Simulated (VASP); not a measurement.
OSZICAR of a VASP run on Be (hcp):

OSZICAR:
```
       N       E                     dE             d eps       ncg     rms          rms(c)
DAV:   1    -0.425038200823E+01   -0.42504E+01   -0.18121E+03 10518   0.537E+02
DAV:   2    -0.892694289468E+01   -0.46766E+01   -0.44829E+01 15792   0.624E+01
DAV:   3    -0.895859432224E+01   -0.31651E-01   -0.29179E-01 13440   0.448E+00
DAV:   4    -0.895867132373E+01   -0.77001E-04   -0.77002E-04 15378   0.133E-01
DAV:   5    -0.895867142493E+01   -0.10119E-06   -0.10114E-06 13248   0.208E-03    0.130E+00
DAV:   6    -0.867715420854E+01    0.28152E+00   -0.95825E-02 11022   0.296E+00    0.762E-01
DAV:   7    -0.865601998345E+01    0.21134E-01   -0.15033E-02 11172   0.123E+00    0.130E-01
DAV:   8    -0.867787646649E+01   -0.21856E-01   -0.85305E-03 11802   0.889E-01    0.117E-02
DAV:   9    -0.867642674460E+01    0.14497E-02   -0.20447E-04 13602   0.153E-01    0.113E-02
DAV:  10    -0.867621762047E+01    0.20912E-03   -0.20009E-05 11994   0.460E-02    0.664E-03
DAV:  11    -0.867617991594E+01    0.37705E-04   -0.93145E-06 13068   0.233E-02    0.182E-03
DAV:  12    -0.867618949568E+01   -0.95797E-05   -0.28327E-06 11388   0.195E-02    0.190E-04
DAV:  13    -0.867618946555E+01    0.30131E-07   -0.94039E-09 11106   0.104E-03
   1 F= -.86761895E+01 E0= -.86761694E+01  d E =-.602068E-04
```

Task: Which electronic solver shows in the log?

Result: It is blocked Davidson (ALGO = Normal, or the opening steps of other solvers). The INCAR had ALGO = Normal.

Task: Can the final energy be trusted as converged?

Result: The calculation finished and met its thresholds. It stopped with EDIFF = 1E-7, NELM = 100 (r2SCAN meta-GGA, plane waves, VASP's PBE PAW potentials (set 64)).

The compound is Be in the hcp structure. This cell was strained or had an atom moved on purpose.
